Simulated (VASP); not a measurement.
All values below come from PBE GGA, VASP's PBE PAW potentials (set 64) (plane waves; VASP).

A VASP calculation is set up with these files.

INCAR:
```
SYSTEM=MoS2
PREC=Accurate; ENCUT=520; LREAL=.FALSE.
LASPH=.TRUE.; ICHARG=11
EDIFF=1E-7; NELM=100; ALGO=Normal
LMAXMIX=4
ISMEAR=0; SIGMA=0.05
GGA=PE
LWAVE=.FALSE.; LCHARG=.FALSE.; LORBIT=11
```

### KPOINTS
```
k-points along high-symmetry lines
10
Line-mode
Reciprocal
  0.000000   0.000000   0.000000 ! GAMMA
  0.000000   0.500000   0.000000 ! M

  0.000000   0.500000   0.000000 ! M
 -0.333333   0.666667   0.000000 ! K

 -0.333333   0.666667   0.000000 ! K
  0.000000   0.000000   0.000000 ! GAMMA

  0.000000   0.000000   0.000000 ! GAMMA
  0.000000   0.000000   0.500000 ! A

  0.000000   0.000000   0.500000 ! A
  0.000000   0.500000   0.500000 ! L

  0.000000   0.500000   0.500000 ! L
 -0.333333   0.666667   0.500000 ! H

 -0.333333   0.666667   0.500000 ! H
  0.000000   0.000000   0.500000 ! A

  0.000000   0.500000   0.500000 ! L
  0.000000   0.500000   0.000000 ! M

 -0.333333   0.666667   0.500000 ! H
 -0.333333   0.666667   0.000000 ! K
```

POSCAR:
```
MoS2
1.0
  1.5924234491  -2.7581580393   0.0000000000
  1.5924234491   2.7581580393   0.0000000000
  0.0000000000   0.0000000000  13.9467173216
Mo S
2 4
direct
  0.3333330000   0.6666670000   0.2500000000
  0.6666670000   0.3333330000   0.7500000000
  0.3333330000   0.6666670000   0.8620015758
  0.6666670000   0.3333330000   0.3620015758
  0.6666670000   0.3333330000   0.1379984242
  0.3333330000   0.6666670000   0.6379984242
```

POTCAR, in this order: Mo_sv S (PBE.64 set). Program: vasp_std. Read from the step before: CHGCAR.

Output

**OSZICAR**
```
       N       E                     dE             d eps       ncg     rms          rms(c)
DAV:   1     0.452191808584E+03    0.45219E+03   -0.29792E+04  6340   0.156E+03
DAV:   2    -0.176198792468E+02   -0.46981E+03   -0.45955E+03  6985   0.390E+02
DAV:   3    -0.420937892686E+02   -0.24474E+02   -0.24133E+02  7185   0.766E+01
DAV:   4    -0.427492757732E+02   -0.65549E+00   -0.65380E+00  6935   0.124E+01
DAV:   5    -0.427726175624E+02   -0.23342E-01   -0.23330E-01  7667   0.208E+00
DAV:   6    -0.427731043345E+02   -0.48677E-03   -0.48656E-03  7069   0.302E-01
DAV:   7    -0.427731249305E+02   -0.20596E-04   -0.20590E-04  7815   0.470E-02
DAV:   8    -0.427731254033E+02   -0.47273E-06   -0.47242E-06  6840   0.681E-03
DAV:   9    -0.427731254244E+02   -0.21119E-07   -0.21132E-07  5123   0.118E-03
   1 F= -.42773125E+02 E0= -.42773125E+02  d E =-.338183E-16
```

### OUTCAR
```
 val. band max:        5.5486203305   @ k =  -0.0000   0.0000   0.0000

 cond. band min:       6.8954161394   @ k =  -0.3333   0.6667   0.0000



 k-point     1 :       0.0000    0.0000    0.0000
  band No.  band energies     occupation
      1     -55.6359      2.00000
      2     -55.6359      2.00000
      3     -29.7741      2.00000
      4     -29.7741      2.00000
      5     -29.5718      2.00000
      6     -29.5718      2.00000
      7     -29.5718      2.00000
      8     -29.5718      2.00000
      9      -8.8604      2.00000
     10      -8.8101      2.00000
     11      -7.5813      2.00000
     12      -7.4926      2.00000
     13      -0.5413      2.00000
     14      -0.2185      2.00000
     15       2.6267      2.00000
     16       2.6267      2.00000
     17       2.6284      2.00000
     18       2.6284      2.00000
     19       3.0123      2.00000
     20       3.7269      2.00000
     21       3.7269      2.00000
     22       3.7330      2.00000
     23       3.7331      2.00000
     24       3.9676      2.00000
     25       4.9672      2.00000
     26       5.5486      2.00000
     27       7.9870      0.00000
     28       7.9906      0.00000
     29       7.9923      0.00000
     30       8.0018      0.00000
     31       8.2389      0.00000

 k-point     2 :       0.0000    0.0556    0.0000
  band No.  band energies     occupation
      1     -55.6348      2.00000
      2     -55.6348      2.00000
      3     -29.7719      2.00000
      4     -29.7718      2.00000
      5     -29.5832      2.00000
      6     -29.5832      2.00000
      7     -29.5744      2.00000
      8     -29.5744      2.00000
      9      -8.8147      2.00000
     10      -8.7645      2.00000
     11      -7.5618      2.00000
     12      -7.4744      2.00000
     13      -0.4882      2.00000
     14      -0.1658      2.00000
     15       2.5212      2.00000
     16       2.5234      2.00000
     17       2.6742      2.00000
     18       2.6764      2.00000
...
```

The density is held fixed in this step, so its total energy and stress have no physical meaning. Without a dispersion term in the relaxation, distances and binding between the weakly bound layers, chains or molecules are unreliable, and so is what depends on them.

The compound is MoS2 in the 2H layered structure. It was relaxed first, which changed the volume by +15 %.
